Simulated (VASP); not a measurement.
Level of theory: PBE GGA, VASP's PBE PAW potentials (set 64) (plane waves; VASP 6.6.1).

VASP input:

INCAR:
```
IBRION  =  2
LCHARG  =  .False.
GGA  =  PE   ! PBE
EDIFFG  =  -0.01   ! ionic stop
SIGMA  =  0.05   ! width (eV)
PSTRESS  =  20   ! kbar
NSW  =  40
PREC  =  Accurate
ISMEAR  =  0
LREAL  =  .False.
SYSTEM  =  SnO
ALGO  =  Normal   ! blocked Davidson
EDIFF  =  1E-7
ENCUT  =  600   ! plane-wave cut-off (eV)
LWAVE  =  .False.
LMAXMIX  =  4
NELM  =  100
ISIF  =  3   ! ions, shape and volume
LASPH  =  .True.   ! aspherical one-centre terms
```

File POSCAR:
```
SnO
1.0
  3.8350441800   0.0000000000   0.0000000000
  0.0000000000   3.8350441800   0.0000000000
  0.0000000000   0.0000000000   4.7614874911
Sn O
2 2
Cartesian
  1.9175220900   0.0000000000   3.5978481871
  3.8350441800   1.9175220900   1.1636393040
  1.9175220900   1.9175220900   0.0000000000
  0.0000000000   0.0000000000   0.0000000000
```

File KPOINTS:
```
Automatic
0
gamma
 6 6 4
0 0 0
```

POTCAR, in this order: Sn_d O (PBE.64 set). Program: vasp_std.

Output of the run:

File OSZICAR:
```
       N       E                     dE             d eps       ncg     rms          rms(c)
DAV:   1     0.419331593964E+03    0.41933E+03   -0.22476E+04  1448   0.278E+03
DAV:   2     0.325392326182E+02   -0.38679E+03   -0.38050E+03  1536   0.613E+02
DAV:   3    -0.240717077628E+02   -0.56611E+02   -0.55894E+02  1760   0.201E+02
DAV:   4    -0.263416305386E+02   -0.22699E+01   -0.22679E+01  1592   0.434E+01
DAV:   5    -0.264015194962E+02   -0.59889E-01   -0.59882E-01  1920   0.734E+00    0.116E+01
DAV:   6    -0.227317336069E+02    0.36698E+01   -0.25048E+01  2424   0.529E+01    0.483E+00
DAV:   7    -0.227107980692E+02    0.20936E-01   -0.23562E+00  1656   0.101E+01    0.255E+00
DAV:   8    -0.227141173224E+02   -0.33193E-02   -0.56902E-01  2072   0.543E+00    0.104E+00
DAV:   9    -0.226923308701E+02    0.21786E-01   -0.17585E-01  2256   0.397E+00    0.273E-01
DAV:  10    -0.226947434661E+02   -0.24126E-02   -0.26010E-02  2096   0.140E+00    0.257E-01
DAV:  11    -0.226932978168E+02    0.14456E-02   -0.83627E-03  2192   0.835E-01    0.230E-02
DAV:  12    -0.226934168387E+02   -0.11902E-03   -0.11000E-03  1608   0.199E-01    0.533E-02
DAV:  13    -0.226934044021E+02    0.12437E-04   -0.41316E-05  2152   0.728E-02    0.339E-02
DAV:  14    -0.226933885343E+02    0.15868E-04   -0.59180E-05  2296   0.611E-02    0.647E-03
DAV:  15    -0.226933880281E+02    0.50619E-06   -0.91896E-06  2176   0.201E-02    0.402E-03
DAV:  16    -0.226933882828E+02   -0.25474E-06   -0.41847E-07  1552   0.471E-03    0.275E-03
DAV:  17    -0.226933885367E+02   -0.25393E-06   -0.26166E-07  1264   0.641E-03    0.448E-04
DAV:  18    -0.226933885111E+02    0.25677E-07   -0.28906E-08   784   0.138E-03
   1 F= -.21819205E+02 E0= -.21818859E+02  d E =-.218192E+02
```

OUTCAR:
```
------------------------ aborting loop because EDIFF is reached ----------------------------------------
  FORCE on cell =-STRESS in cart. coord.  units (eV):
  Direction    XX          YY          ZZ          XY          YZ          ZX
  --------------------------------------------------------------------------------------
  Total        0.8796762      0.8796762      0.8784127      0.0000000      0.0000000      0.0000000
  in kB       20.1256552     20.1256552     20.0967482      0.0000000      0.0000000      0.0000000
  external PRESSURE =       0.1160196 kB  Pullay stress =      20.0000000 kB
  volume of cell :       70.03
      direct lattice vectors                 reciprocal lattice vectors
     3.835044180  0.000000000  0.000000000     0.260753189  0.000000000  0.000000000
     0.000000000  3.835044180  0.000000000     0.000000000  0.260753189  0.000000000
     0.000000000  0.000000000  4.761487491     0.000000000  0.000000000  0.210018403
 POSITION                                       TOTAL-FORCE (eV/Angst)
 -----------------------------------------------------------------------------------
      1.91752      0.00000      3.59785        -0.000000      0.000000     -0.008683
      0.00000      1.91752      1.16364         0.000000      0.000000      0.008683
      1.91752      1.91752      0.00000        -0.000000      0.000000      0.000000
      0.00000      0.00000      0.00000         0.000000     -0.000000      0.000000
 -----------------------------------------------------------------------------------
    total drift:                                0.000000     -0.000000     -0.000000
  FREE ENERGIE OF THE ION-ELECTRON SYSTEM (eV)
  ---------------------------------------------------
  free  energy   TOTEN  =       -22.6933885111 eV

  energy  without entropy=      -22.6926982864  energy(sigma->0) =      -22.69304340
  enthalpy is  TOTEN    =       -21.8192046109 eV   P V=        0.8741839002

 reached required accuracy - stopping structural energy minimisation
```
(Selected blocks of OUTCAR.)

Without a dispersion term in the relaxation, distances and binding between the weakly bound layers, chains or molecules are unreliable, and so is what depends on them.

The compound is SnO in the litharge structure. It was relaxed first under an external pressure of 2 GPa. The k-mesh is coarse (spacing up to 0.33 per Å, 2π included), so the numbers may not be converged in it.
